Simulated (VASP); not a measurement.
Runs of VASP 6.6.1 on Ga11FeAs12 (a cell with a defect). The cell holds a defect, 24 atoms: a = 11.993 Å, b = 7.996 Å, c = 7.996 Å, α = 60.00°, β = 60.00°, γ = 60.00°. 

```csv
task,level,U,fixed moment (μB),cell,k mesh,grid for exact exchange (PRECFOCK),screening parameter,mesh quality,pressure (GPa),moment (μB),largest force (eV/Å)
relaxation of the atoms,PBEsol+U,Fe d U = 4 eV,1,"atoms relaxed from: atoms moved at random, drawn with an rms of 0.05 Å",2 × 2 × 2,-,-,coarse,-0.4,1.00,0.02
single point,PBEsol+U,Fe d U = 4 eV,5,as given,2 × 3 × 3,-,-,not flagged,0.1,5.00,0.07
single point,PBEsol+U,Fe d U = 4 eV,5,as given,2 × 2 × 2,-,-,coarse,0.2,5.00,0.65
single point,PBEsol+U,Fe d U = 4 eV,-,as given,2 × 2 × 2,-,-,coarse,0.2,(b),(a)
relaxation of the atoms,PBEsol+U,Fe d U = 4 eV,5,"atoms relaxed from: atoms moved at random, drawn with an rms of 0.05 Å",2 × 2 × 2,-,-,coarse,0.2,5.00,0.02
single point,HSE06,-,1,as given,2 × 2 × 2,Fast,0.2 1/A,coarse,-0.3,1.00,(c)
single point,HSE06,-,5,as given,2 × 2 × 2,Fast,0.2 1/A,coarse,0.5,5.00,0.18
single point,PBEsol+U,Fe d U = 6 eV,1,as given,2 × 2 × 2,-,-,coarse,-0.1,1.00,0.28
```

Alike in all rows: potentials or basis VASP PAW PBE potentials, release 64 (Fe, Ga_d, As); spin collinear, ferromagnetic start; cutoff (eV) 350; smearing gaussian 0.03 eV.

**Question.** Fill in the values left out.

**Answer.** (a) 0.14; (b) 4.00; (c) 0.24.

Caveats: some runs use coarse meshes; the cutoff is under 1.25 times the usual one of these potentials, so pressure, stress and relaxed cells hold a basis-set (Pulay) error; the PAW data sets were made with another functional, which shifts forces and pressure a little; the total moment is fixed, so each spin has its own Fermi level (some runs); the U is typed as a test and isn't derived for this compound (some runs); only a ferromagnetic start was run, and an antiferromagnetic order may lie lower in energy (some runs).
